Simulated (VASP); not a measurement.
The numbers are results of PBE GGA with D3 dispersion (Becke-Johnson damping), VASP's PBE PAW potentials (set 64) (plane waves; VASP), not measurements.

The input files of a VASP run:

**KPOINTS**
```
Automatic mesh
0
Gamma
1 1 1
0 0 0
```

POSCAR:
```
Pd atom
1
   12.0000000000     0.0000000000     0.0000000000
    0.0000000000    12.5000000000     0.0000000000
    0.0000000000     0.0000000000    13.0000000000
Pd
1
Direct
  0.0000000000   0.0000000000   0.0000000000
```

### INCAR
```
ALGO = All
EDIFF = 1E-6
ENCUT = 520
GGA = PE
ISMEAR = 0
ISPIN = 2
ISYM = 0
IVDW = 12
LASPH = T
LCHARG = F
LMAXMIX = 4
LORBIT = 10
LREAL = F
LWAVE = F
MAGMOM = 0
NELM = 200
NUPDOWN = 0
PREC = Normal
SIGMA = 0.01
SYSTEM = Pd atom
```

POTCAR, in this order: Pd (PBE.64 set). Program: vasp_gam. Read from the step before: WAVECAR.

**Question.** What will the output report for the number of irreducible k-points (NKPTS), largest plane-wave count, FFT grid (NGX, NGY, NGZ)?

**Answer.** 
| Property | Value |
|---|---|
| number of irreducible k-points (NKPTS) | 1 |
| largest plane-wave count | 26244 |
| FFT grid (NGX, NGY, NGZ) | 70 × 70 × 80 |

The cell is a free atom in a box.
